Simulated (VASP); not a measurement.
Data:

```
AuCu
1.0
    2.85070     0.00000     0.00000
    0.00000     2.85070     0.00000
    0.00000     0.00000     3.58161
Cu Au
1 1
Direct
  0.50000   0.50000   0.50000
  0.00000   0.00000   0.00000
```

Method: PBE GGA, VASP's PBE PAW potentials (set 64) (plane waves; VASP). Run with 300 eV cut-off, 9×9×8 Γ-centred mesh, Gaussian smearing of 0.10 eV, potentials Cu Au.

At this cut-off the stress carries a Pulay error, which pulls relaxed volumes low. Unless said otherwise, spin-orbit coupling is left out, though it shifts the bands of the heavy elements here.

**Question.** Predict the energy per atom (σ→0), pressure, band gap (on the k-mesh) with the smallest direct gap where there is one.

**Answer.** 
```json
{
  "band gap (on the k-mesh)": "none (metal, semimetal or under 0.01 eV)",
  "energy per atom (σ→0)": "-3.530 eV/atom",
  "pressure": "2.89 GPa"
}
```

Total energies compare only between runs with the same potentials, cut-off and functional.

The structure comes from a computed database's CuAu entry; how it stands against other phases isn't given here. The cell was not relaxed at this level.
